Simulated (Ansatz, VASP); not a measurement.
Two plane-wave programs on ScNb2O3

```xyz
6
Lattice="2.4126 -5.2734 0.0000 2.4126 5.2734 0.0000 0.0000 0.0000 3.3653" Properties=species:S:1:pos:R:3 pbc="T T T"
Sc    2.4126    0.0000    0.0000
Nb    2.4126    3.1741    0.0000
Nb    2.4126   -3.1741    0.0000
O     0.0000    0.0000    0.0000
O     1.2063   -2.6367    1.6827
O     1.2063    2.6367    1.6827
```

Change from the starting cell: species swapped into the NaH2Pd3 type (Cmmm, No. 65).

Alike in both runs: functional PBE; k mesh 4 × 4 × 6; occupations gaussian, width 0.1 eV; no spin polarisation.

Ansatz relaxed the structure, and its values are those at the end. VASP's run is a single point on that final structure, the one shown.

|  | VASP | Ansatz |
| --- | --- | --- |
| version | VASP 6.6.1 | Ansatz 0.2.0 |
| potentials or method | VASP PAW PBE potentials, release 64 (Sc_sv, Nb_sv, O) | scalar-relativistic, plane waves, PAW |
| plane-wave cutoff (eV) | 520 | 420 |
| valence electrons in the cell | 55 | 55 |

|  | VASP | Ansatz | Ansatz less VASP |
| --- | --- | --- | --- |
| gap on the k mesh at the Fermi level (eV) | none | none | - |
| pressure (GPa) | -0.2 | 0.0 | +0.17 |
| rms of the force components (eV/Å) | 0.005 | 0.006 | +0.0009 |

A gap of «none» marks a metal or a gap that the smearing closes. With one functional, cell and mesh, what is left measures potentials, basis and numerics.

Caveats: an odd number of electrons without spin polarisation forces a metal; a magnetic or distorted state may lie lower.
